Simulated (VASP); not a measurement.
Here is the system:

```xyz
6
Lattice="4.3362 0.0000 0.0000 0.0000 4.3362 0.0000 0.0000 0.0000 2.8284" Properties=species:S:1:pos:R:3 pbc="T T T"
Mn     0.0000     0.0000     0.0000
Mn     2.1681     2.1681     1.4142
O      1.3225     1.3225     0.0000
O      3.4906     0.8456     1.4142
O      0.8456     3.4906     1.4142
O      3.0137     3.0137     0.0000
```
Starting moments (μB, in the order of the record's atoms Mn Mn O O O O): 3.0 -3.0 0.0 0.0 0.0 0.0.

Computed with PBE GGA, VASP's PBE PAW potentials (set 64) (plane waves; VASP). Run with 400 eV cut-off, 3×3×5 Γ-centred mesh, Fermi-Dirac smearing of 0.020 eV, potentials Mn_pv O.

Give the spin-up energies of bands 16 to 29 at the high-symmetry points, in eV from the Fermi level.

```tsv
band	Γ	X	M	Z	R	A
16	-4.21	-4.93	-4.33	-5.28	-5.26	-5.17
17	-4.13	-4.68	-4.20	-4.75	-4.12	-4.73
18	-3.64	-4.41	-3.29	-4.31	-4.09	-4.28
19	-2.29	-3.73	-2.69	-4.25	-3.90	-3.29
20	-2.28	-3.04	-2.65	-3.66	-3.79	-2.38
21	-1.75	-1.93	-2.37	-3.07	-2.03	-2.18
22	-1.61	-1.61	-2.25	-2.71	-1.99	-1.97
23	-1.23	-1.52	-2.18	-1.96	-1.86	-1.67
24	-1.18	-1.26	-2.14	-0.83	-1.80	-0.81
25	-0.52	-0.48	-0.32	0.03	-1.21	-0.63
26	-0.22	0.78	0.24	1.09	0.90	0.90
27	0.31	1.13	0.30	1.25	1.33	1.15
28	1.23	1.76	2.16	1.72	1.34	1.51
29	1.99	2.63	2.42	2.12	1.42	2.17
```

Give the spin-down energies of bands 16 to 29 at the high-symmetry points, in eV from the Fermi level.

| band | Γ | X | M | Z | R | A |
|---|---|---|---|---|---|---|
| 16 | -4.21 | -4.93 | -4.33 | -5.28 | -5.26 | -5.17 |
| 17 | -4.13 | -4.68 | -4.20 | -4.75 | -4.12 | -4.73 |
| 18 | -3.64 | -4.41 | -3.29 | -4.31 | -4.09 | -4.28 |
| 19 | -2.29 | -3.73 | -2.69 | -4.25 | -3.90 | -3.29 |
| 20 | -2.28 | -3.04 | -2.65 | -3.66 | -3.79 | -2.38 |
| 21 | -1.75 | -1.93 | -2.37 | -3.07 | -2.03 | -2.18 |
| 22 | -1.61 | -1.61 | -2.25 | -2.71 | -1.99 | -1.97 |
| 23 | -1.23 | -1.52 | -2.18 | -1.96 | -1.86 | -1.67 |
| 24 | -1.18 | -1.26 | -2.14 | -0.83 | -1.80 | -0.81 |
| 25 | -0.52 | -0.48 | -0.32 | 0.03 | -1.21 | -0.63 |
| 26 | -0.22 | 0.78 | 0.24 | 1.09 | 0.90 | 0.90 |
| 27 | 0.31 | 1.13 | 0.30 | 1.25 | 1.33 | 1.15 |
| 28 | 1.23 | 1.76 | 2.16 | 1.72 | 1.34 | 1.51 |
| 29 | 1.99 | 2.63 | 2.42 | 2.12 | 1.42 | 2.17 |

It has no gap at this level: it comes out as a metal or semimetal.

The structure is a typed MnO2 crystal (P4_2/mnm). The cell was not relaxed at this level. The k-mesh is coarse (spacing up to 0.48 per Å, 2π included), so the numbers may not be converged in it.
